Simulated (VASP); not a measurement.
# A VASP study of ZrTiGe2 (vdW-DF2): structure first, properties next, part 3 of 6

Wanted: the relaxed cell of ZrTiGe2 and its properties. The cell is invented: it takes the structure of a Materials Project entry for ZrTiC2 (space group 166 there), with some of its atoms replaced by other elements, volume scaled by an estimate. It may not be a known or stable phase.

VASP 6.6.1, plane waves and PAW; the level of theory is named at each step.

Still holding for the runs below: The k-mesh is coarse for a metal.

So far. Step 3 (Rough relaxation of the start cell): It ends with a largest force of 0.030 eV/Å and a pressure of -0.04 GPa. Step 4 (Full relaxation (vdW-DF2)): It ends with a largest force of 0.006 eV/Å and a pressure of 0.04 GPa.

**5. Single point with fields (vdW-DF2)**

Level of this step: vdW-DF2; plane waves and PAW (Zr_sv, Ge_d, Ti_sv); invented cell (VASP).

The relaxed cell gets a fresh self-consistent run, on a basis set for its own volume, to fix the density and to check the remaining stress.

INCAR

```
SYSTEM = ZrTiGe2
PREC = Accurate
ENCUT = 410
EDIFF = 1E-06
NELM = 100
ISMEAR = 0
SIGMA = 0.05
LREAL = .FALSE.
ALGO = Normal
GGA = ML
AGGAC = 0
LUSE_VDW = .TRUE.
ZAB_VDW = -1.8867
LASPH = .TRUE.
NBANDS = 32
LORBIT = 11
LWAVE = .FALSE.
LCHARG = .TRUE.
ISIF = 2
LELF = .TRUE.
LVHAR = .TRUE.
```

POSCAR

```
ZrTiGe2
1.0
    1.9500024149      1.1258346826      6.1886077234
   -1.9500024149      1.1258346826      6.1886077234
    0.0000000000     -2.2516682025      6.1886077109
Zr Ge Ti
1 2 1
Direct
    0.0000000000      0.0000000000      0.0000000000
    0.2444069505      0.2444069505      0.2444069506
    0.7555930495      0.7555930495      0.7555930494
    0.5000000000      0.5000000000      0.5000000000
```

KPOINTS

```
Automatic mesh
0
Gamma
7 7 7
0 0 0
```

Potentials, in the order of the species: Zr_sv, Ge_d and Ti_sv (PBE family, release 64).

Command:

```sh
> mpirun -np 2 vasp_std
```

Log:

```text
[banner, memory and clock lines left out]
running    2 mpi-ranks, on    1 nodes
 distrk:  each k-point on    2 cores,    1 groups
 distr:  one band on    1 cores,    2 groups

 POSCAR found type information on POSCAR ZrGeTi
 POSCAR found :  3 types and       4 ions
 [... a notice as in an earlier step ...]

 [... a notice as in an earlier step ...]

 LDA part: xc-table for (Slater+PW92), standard interpolation
 POSCAR, INCAR and KPOINTS ok, starting setup
 FFT: planning ... GRIDC
 FFT: planning ... GRID_SOFT
 FFT: planning ... GRID
 WAVECAR not read
 entering main loop
       N       E                     dE             d eps       ncg     rms          rms(c)
DAV:   1     0.566748237604E+03    0.56675E+03   -0.23537E+04  3392   0.326E+03
DAV:   2     0.745602583507E+02   -0.49219E+03   -0.48057E+03  2840   0.801E+02
DAV:   3    -0.992137421226E+01   -0.84482E+02   -0.83613E+02  3952   0.209E+02
DAV:   4    -0.164394465608E+02   -0.65181E+01   -0.64873E+01  4000   0.585E+01
DAV:   5    -0.167527185471E+02   -0.31327E+00   -0.31319E+00  4024   0.109E+01    0.153E+01
DAV:   6    -0.147706816085E+02    0.19820E+01   -0.42449E+01  3984   0.532E+01    0.130E+01
DAV:   7    -0.137578285453E+02    0.10129E+01   -0.39030E+01  3800   0.266E+01    0.597E+00
DAV:   8    -0.132460673388E+02    0.51176E+00   -0.31155E+00  3624   0.790E+00    0.356E+00
DAV:   9    -0.130942726227E+02    0.15179E+00   -0.12395E+00  4152   0.447E+00    0.943E-01
DAV:  10    -0.131187424417E+02   -0.24470E-01   -0.94282E-02  3904   0.168E+00    0.824E-01
DAV:  11    -0.131097748761E+02    0.89676E-02   -0.51675E-02  3736   0.104E+00    0.138E-01
DAV:  12    -0.131099178213E+02   -0.14295E-03   -0.13704E-03  3832   0.239E-01    0.536E-02
DAV:  13    -0.131099376774E+02   -0.19856E-04   -0.36640E-04  4344   0.819E-02    0.366E-02
DAV:  14    -0.131099265666E+02    0.11111E-04   -0.22488E-04  3616   0.758E-02    0.126E-02
DAV:  15    -0.131099272356E+02   -0.66900E-06   -0.14095E-05  3064   0.233E-02    0.287E-03
DAV:  16    -0.131099282054E+02   -0.96975E-06   -0.11853E-06  2648   0.616E-03
   1 F= -.13109928E+02 E0= -.13109422E+02  d E =-.101183E-02
```

Elapsed: 2.3 min, on 2 MPI ranks of AMD EPYC 9R45, shared host; peak memory 1.1 GiB.

From OUTCAR (step 5):

```text
  LATTYP: Found a trigonal (rhomboedric) cell.
 ALAT       =     6.5855051974
 COS(alpha) =     0.8246434064

The static configuration has the point symmetry D_3d.

 Found     44 irreducible k-points:

   ENCUT  =  410.0 eV  30.13 Ry    5.49 a.u.  10.87 10.87 10.87*2*pi/ulx,y,z

   NELECT =      52.0000    total number of electrons

 E-fermi :   7.2743

 k-point     1 :       0.0000    0.0000    0.0000
  band No.  band energies     occupation
    ...
     19      -2.9436      2.00000
     20      -0.5372      2.00000
     21       2.8050      2.00000
     22       5.2581      2.00000
     23       5.2581      2.00000
     24       7.3547      0.02294
     25       7.3547      0.02294
     26       7.5278      0.00000
     27       7.8088      0.00000
     28       7.8088      0.00000
    ...

 k-point     2 :       0.1429   -0.0000   -0.0000
  band No.  band energies     occupation
    ...
     22       5.1725      2.00000
     23       5.3688      2.00000
     24       6.5926      2.00000
     25       6.9709      2.00000
     26       7.0633      2.00000
     27       7.5648      0.00000
     28       7.8664      0.00000
     29       8.7321      0.00000
     30       8.7907      0.00000
     31       9.4211      0.00000
    ...

Total vdW correction in eV:      8.1001413

  Total        0.0154931      0.0154931      0.0523895      0.0000000      0.0000000      0.0000000
  in kB        0.3045058      0.3045057      1.0296768      0.0000000      0.0000001      0.0000000
  external PRESSURE =       0.5462295 kB  Pullay stress =       0.0000000 kB

 POSITION                                       TOTAL-FORCE (eV/Angst)
 -----------------------------------------------------------------------------------
      0.00000      0.00000      0.00000         0.000000     -0.000000      0.000000
      0.00000      0.00000      4.53762         0.000000      0.000000      0.005950
      0.00000      0.00000     14.02821         0.000000     -0.000000     -0.005950
      0.00000      0.00000      9.28291         0.000000     -0.000000      0.000000
 -----------------------------------------------------------------------------------
    total drift:                                0.000000     -0.000000     -0.000000

  FREE ENERGIE OF THE ION-ELECTRON SYSTEM (eV)
  ---------------------------------------------------
  free  energy   TOTEN  =       -13.1099282054 eV

  energy  without entropy=      -13.1089163792  energy(sigma->0) =      -13.10942229

Total vdW correction in eV:      8.1001270

[... 5 parts as in an earlier step ...]

[... 7 further parts left out ...]
```

This step gave:

* SCF cycles: 16
* pressure: 0.05462 GPa

Valence electrons inside each PAW sphere by angular momentum. Sphere charges, by row:

```csv
atom,s (e),p (e),d (e),tot (e)
Zr1,2.144,5.96,1.632,9.736
Ge2,1.161,1.35,9.994,12.51
Ge3,1.161,1.35,9.994,12.51
Ti4,2.15,6.086,1.956,10.19
```

Electrostatic potential energy in the ac plane of the cell as run, not the conventional one, at fractional y = 0.000, with atoms of Zr within 0.2 Å of it. With pseudopotentials it is smooth inside the atoms' cores, unlike the true potential.

Ten even steps from '_' (-64 eV) to '@' (3 eV), each cell a mean:
```
____..++%%@@@@@@@@@@@@@@@@@@@@%%++..
..____::##@@@@@@@@@@@@@@@@@@@@@@%%++
**--..::++%%@@@@@@@@@@@@@@@@@@@@@@%%
@@##++==++##@@@@@@%%%%@@@@@@@@@@@@@@
@@@@%%####%%@@@@@@%%**##%%@@@@@@@@@@
@@@@@@@@%%%%@@@@@@@@##****%%@@@@@@@@
@@@@@@@@@@@@@@@@@@@@@@##**##%%@@@@@@
@@@@@@@@@@@@@@@@@@@@@@@@####%%@@@@@@
@@@@@@%%##%%@@@@@@@@@@@@@@%%%%@@@@@@
@@@@@@@@##**##%%@@@@@@@@@@@@@@@@@@@@
@@@@@@@@%%##**##%%@@@@@@@@@@@@@@@@@@
@@@@@@@@@@%%****##@@@@@@%%%%%%%%@@@@
@@@@@@@@@@@@%%####%%@@@@%%**++**%%@@
%%@@@@@@@@@@@@@@%%%%@@@@%%**--::==**
++%%@@@@@@@@@@@@@@@@@@@@@@%%==..__::
..++%%@@@@@@@@@@@@@@@@@@@@@@**::____
__..++%%@@@@@@@@@@@@@@@@@@@@%%++..__
```
Columns run along a (6.6 Å; values clipped at the 3rd and 97th percentile), rows up along c (6.6 Å). Atoms in or near the plane, at fractional coordinates: Zr at (0.00, 0.00).

Valence density in the ac plane of the cell as run, not the conventional one, at fractional y = 0.000, with atoms of Zr within 0.2 Å of it. It is the smooth field of the valence electrons, not physical close to the nuclei.

Values in e/Å³, 9 rows by 16 columns, each cell a mean:
```
4.2 4.6 2.7 0.8 0.2 0.2 0.2 0.2 0.2 0.1 0.1 0.1 0.1 0.1 0.5 2.0
0.6 1.6 2.1 1.4 0.5 0.3 0.3 0.3 0.4 0.3 0.2 0.1 0.1 0.1 0.1 0.2
0.1 0.2 0.3 0.4 0.4 0.2 0.2 0.3 0.4 0.7 0.6 0.4 0.2 0.1 0.1 0.1
0.1 0.2 0.3 0.3 0.2 0.2 0.1 0.1 0.2 0.4 0.6 0.7 0.5 0.3 0.1 0.1
0.1 0.2 0.3 0.4 0.5 0.4 0.2 0.1 0.1 0.2 0.2 0.4 0.4 0.4 0.2 0.1
0.1 0.1 0.2 0.3 0.5 0.8 0.6 0.3 0.2 0.1 0.1 0.2 0.2 0.3 0.2 0.2
0.1 0.1 0.1 0.1 0.2 0.4 0.6 0.6 0.4 0.3 0.2 0.3 0.6 0.7 0.4 0.2
0.6 0.2 0.1 0.1 0.1 0.1 0.2 0.3 0.3 0.3 0.2 0.3 0.9 2.2 2.9 2.0
4.2 1.9 0.4 0.1 0.1 0.1 0.1 0.1 0.2 0.2 0.2 0.2 0.2 1.0 3.4 5.0
```
Columns run along a (6.6 Å), rows up along c (6.6 Å). Atoms in or near the plane, at fractional coordinates: Zr at (0.00, 0.00).

ELF in the ac plane of the cell as run, not the conventional one, at fractional y = 0.000, with atoms of Zr within 0.2 Å of it. It is the smooth field of the valence electrons, not physical close to the nuclei.

Ten even steps from '0' (0.10) to '9' (0.80), each cell a mean:
```
899413665322320049
999832666642111004
389951466665200000
025752266666520011
322221046666653112
555310015666665313
466653113666666532
366666532466666653
346666664335666664
335666666422466665
423566666620024566
421256666651011234
211025666663124421
000002566665137873
400001256666327999
950012224566513999
895013433345420498
```
Columns run along a (6.6 Å), rows up along c (6.6 Å). Atoms in or near the plane, at fractional coordinates: Zr at (0.00, 0.00).

In this run the pressure is 0.05 GPa, small enough to go on.

**6. Bands along the symmetry lines (vdW-DF2)**

Levels along the symmetry lines show where the bands peak and cross; KPOINTS_OPT computes them in the converged potential.

Changes to INCAR since step 5:

```diff
@@ -14,8 +14,6 @@
 LASPH = .TRUE.
-NBANDS = 32
+NBANDS = 40
 LORBIT = 11
 LWAVE = .FALSE.
-LCHARG = .TRUE.
-ISIF = 2
-LELF = .TRUE.
-LVHAR = .TRUE.
+LCHARG = .FALSE.
+KPAR = 2
```

POSCAR is that of step 5.

KPOINTS is that of step 5.

KPOINTS_OPT

```
Line mode
16
Line-mode
Reciprocal
  0.00000000   0.00000000   0.00000000 GAMMA
  0.50000000   0.00000000   0.00000000 L

  0.50000000   0.00000000   0.00000000 L
  0.50000000   0.18873003  -0.18873003 B1

  0.81126997   0.50000000   0.18873003 B
  0.50000000   0.50000000   0.50000000 Z

  0.50000000   0.50000000   0.50000000 Z
  0.00000000   0.00000000   0.00000000 GAMMA

  0.00000000   0.00000000   0.00000000 GAMMA
  0.34436502   0.00000000  -0.34436502 X

  0.65563498   0.34436502   0.00000000 Q
  0.50000000   0.50000000   0.00000000 F

  0.50000000   0.50000000   0.00000000 F
  0.65563498   0.65563498   0.18873003 P1

  0.65563498   0.65563498   0.18873003 P1
  0.50000000   0.50000000   0.50000000 Z

  0.50000000   0.00000000   0.00000000 L
  0.81126997   0.34436502   0.34436502 P
```

Command:

```sh
> mpirun -np 2 vasp_std
```

Log:

```text
[... set-up lines as in an earlier step ...]
 entering main loop
       N       E                     dE             d eps       ncg     rms          rms(c)
DAV:   1     0.571995608502E+03    0.57200E+03   -0.21835E+04  4624   0.263E+03
DAV:   2     0.767423461638E+02   -0.49525E+03   -0.47055E+03  3584   0.724E+02
DAV:   3    -0.983305531871E+01   -0.86575E+02   -0.84945E+02  4592   0.176E+02
DAV:   4    -0.164625890096E+02   -0.66295E+01   -0.65464E+01  4960   0.497E+01
DAV:   5    -0.167530611826E+02   -0.29047E+00   -0.29039E+00  4672   0.944E+00    0.153E+01
DAV:   6    -0.148137376768E+02    0.19393E+01   -0.17935E+01  4072   0.425E+01    0.132E+01
DAV:   7    -0.139167614609E+02    0.89698E+00   -0.31137E+01  4008   0.221E+01    0.655E+00
DAV:   8    -0.131925764010E+02    0.72419E+00   -0.15348E+00  4128   0.594E+00    0.320E+00
DAV:   9    -0.130968105450E+02    0.95766E-01   -0.47184E-01  4656   0.327E+00    0.918E-01
DAV:  10    -0.131123052030E+02   -0.15495E-01   -0.52074E-02  4536   0.129E+00    0.505E-01
DAV:  11    -0.131101478955E+02    0.21573E-02   -0.70514E-03  4784   0.421E-01    0.172E-01
DAV:  12    -0.131098968498E+02    0.25105E-03   -0.15371E-03  4088   0.233E-01    0.282E-02
DAV:  13    -0.131099238024E+02   -0.26953E-04   -0.99006E-05  4648   0.662E-02    0.212E-02
DAV:  14    -0.131099252228E+02   -0.14204E-05   -0.89408E-06  4176   0.210E-02    0.802E-03
DAV:  15    -0.131099281750E+02   -0.29522E-05   -0.12292E-05  3192   0.154E-02    0.201E-03
DAV:  16    -0.131099286122E+02   -0.43722E-06   -0.65042E-07  2704   0.671E-03
   1 F= -.13109929E+02 E0= -.13109423E+02  d E =-.101182E-02
 Start KPOINTS_OPT (optional k-point list driver)
k-point batch [1-44\144]
       N       E                     dE             ncg
DAV:   1    -0.710146782673E+04   -0.57087E+05     4600
DAV:   2    -0.283988353018E+05   -0.21297E+05     3520
DAV:   3    -0.321341735478E+05   -0.37353E+04     4584
DAV:   4    -0.324204856789E+05   -0.28631E+03     5096
DAV:   5    -0.324333153367E+05   -0.12830E+02     4544
DAV:   6    -0.324335364909E+05   -0.22115E+00     4760
DAV:   7    -0.324335456814E+05   -0.91905E-02     4720
DAV:   8    -0.324335457804E+05   -0.98930E-04     4760
DAV:   9    -0.324335457828E+05   -0.24194E-05     2816
DAV:  10    -0.324335457831E+05   -0.32388E-06     2776
[...]
k-point batch [133-144\144]
       N       E                     dE             ncg
DAV:   1     0.367371253903E+05   -0.20046E+05     1240
DAV:   2     0.309476598984E+05   -0.57895E+04      968
DAV:   3     0.299364095854E+05   -0.10113E+04     1264
DAV:   4     0.298638949756E+05   -0.72515E+02     1336
DAV:   5     0.298608522372E+05   -0.30427E+01     1272
DAV:   6     0.298608090445E+05   -0.43193E-01     1264
DAV:   7     0.298608068608E+05   -0.21838E-02     1288
DAV:   8     0.298608068376E+05   -0.23151E-04     1232
DAV:   9     0.298608068370E+05   -0.58359E-06      760
```

The job ended after 6.1 min (2 MPI ranks; peak memory 1.8 GiB).

From OUTCAR (step 6):

```text
   k-points           NKPTS =     44   k-points in BZ     NKDIM =     44   number of bands    NBANDS=     40

   NELECT =      52.0000    total number of electrons

 E-fermi :   7.2743

 k-point     1 :       0.0000    0.0000    0.0000
  band No.  band energies     occupation
    ...
     19      -2.9435      2.00000
     20      -0.5371      2.00000
     21       2.8051      2.00000
     22       5.2582      2.00000
     23       5.2582      2.00000
     24       7.3547      0.02295
     25       7.3547      0.02295
     26       7.5279      0.00000
     27       7.8089      0.00000
     28       7.8089      0.00000
    ...

Total vdW correction in eV:      8.1001258

  Total        0.0091933      0.0091933      0.0460755      0.0000000      0.0000000      0.0000000
  in kB        0.1806873      0.1806873      0.9055809      0.0000000      0.0000001      0.0000000
  external PRESSURE =       0.4223185 kB  Pullay stress =       0.0000000 kB

 POSITION                                       TOTAL-FORCE (eV/Angst)
 -----------------------------------------------------------------------------------
      0.00000      0.00000      0.00000        -0.000000      0.000000      0.000000
      0.00000      0.00000      4.53762        -0.000000      0.000000      0.006100
      0.00000      0.00000     14.02821        -0.000000     -0.000000     -0.006100
      0.00000      0.00000      9.28291         0.000000      0.000000     -0.000000
 -----------------------------------------------------------------------------------
    total drift:                                0.000000     -0.000000     -0.000000

  FREE ENERGIE OF THE ION-ELECTRON SYSTEM (eV)
  ---------------------------------------------------
  free  energy   TOTEN  =       -13.1099286122 eV

  energy  without entropy=      -13.1089167938  energy(sigma->0) =      -13.10942270

Total vdW correction in eV:      8.1001260

[... 8 parts as in an earlier step ...]

[... 8 further parts left out ...]
```

Spin-orbit coupling is off here; it would split degenerate levels.

Numbers from this step:

```
bands    : 40
pressure : 0.04223 GPa
```

Electronic bands along the path, in eV, zero at the Fermi level; # counts the bands kept, so #1 is VASP's band 19:

```
          point     #5     #6     #7     #8    #9   #10   #11   #12
              Γ  -2.02   0.08   0.08   0.25  0.53  0.53  1.68  1.68
0.53 of the way  -2.06  -1.70  -1.03  -0.71  0.39  0.88  1.34  1.54
              L  -2.36  -1.80  -1.44  -1.22  0.71  0.99  1.11  1.38
0.47 of the way  -2.28  -2.14  -1.61  -1.51  0.99  1.13  1.39  1.57
             B1  -2.49  -2.31  -1.41  -1.33  0.74  1.10  1.24  1.85
      jump to B  -2.49  -2.31  -1.41  -1.33  0.74  1.10  1.24  1.85
0.53 of the way  -1.55  -1.35  -1.13  -1.10  0.38  0.62  1.30  1.35
              Z  -1.26  -1.26  -1.10  -1.10  0.52  0.52  1.08  1.08
0.53 of the way  -1.83  -0.25  -0.19  -0.19  0.28  0.28  1.46  1.46
              Γ  -2.02   0.08   0.08   0.25  0.53  0.53  1.68  1.68
0.47 of the way  -2.08  -1.73  -1.20  -1.15  0.57  1.00  1.46  1.52
              X  -2.58  -2.28  -1.55  -1.28  0.75  1.17  1.26  1.86
      jump to Q  -2.58  -2.28  -1.55  -1.28  0.75  1.17  1.26  1.86
0.47 of the way  -2.07  -2.06  -1.63  -0.61  0.23  1.15  1.21  1.82
              F  -1.93  -1.77  -1.18  -0.01  0.33  0.95  1.26  1.37
0.53 of the way  -1.92  -1.78  -1.20  -0.09  0.31  0.97  1.27  1.45
             P1  -1.88  -1.81  -1.26  -0.25  0.27  1.00  1.29  1.61
0.47 of the way  -1.64  -1.50  -0.99  -0.54  0.05  0.78  1.14  1.36
              Z  -1.26  -1.26  -1.10  -1.10  0.52  0.52  1.08  1.08
      jump to L  -2.36  -1.80  -1.44  -1.22  0.71  0.99  1.11  1.38
0.47 of the way  -2.07  -1.69  -1.68  -0.85  0.45  1.09  1.21  1.45
              P  -1.88  -1.81  -1.26  -0.25  0.27  1.00  1.29  1.61
```

Of the projections kept (Zr, Ge, Ti), the largest for each band there; the rest of the weight can lie on other orbitals:

```csv
point,#5,#6,#7,#8,#9,#10,#11,#12
Γ,Ge 0.36,Ti 0.66,Ti 0.66,Ti 0.62,Ti 0.55,Ti 0.55,Zr 0.62,Zr 0.62
L,Zr 0.48,Ti 0.52,Zr 0.51,Ti 0.65,Ti 0.88,Zr 0.79,Ti 0.99,Ti 0.96
B1,Ge 0.54,Ge 0.50,Ge 0.40,Ti 0.45,Ti 0.84,Ti 0.68,Ti 0.89,Zr 0.62
B,Ge 0.54,Ge 0.50,Ge 0.40,Ti 0.45,Ti 0.84,Ti 0.68,Ti 0.89,Zr 0.62
Z,Ti 0.70,Ti 0.70,Zr 0.65,Zr 0.65,Ti 0.97,Ti 0.97,Zr 0.95,Zr 0.95
Γ,Ge 0.36,Ti 0.66,Ti 0.66,Ti 0.62,Ti 0.55,Ti 0.55,Zr 0.62,Zr 0.62
```

There is no gap at this level.

(Part 3 of 6 ends here.)

[Lines on the potential files, build, host, timing and source positions are cut from VASP's logs without a mark.]

[Logs are printed without paths, hosts, clocks, repeated set-up lines and the standing remarks that a program may print on its own settings, such as how far it seeks lower states.]

[Hosts, paths, dates, database ids (printed as entryN), source tags and the programs' standing remarks are cut or masked in the printed files.]

[A measured line is paired with the nearest computed mode of its activity, which favours agreement.]
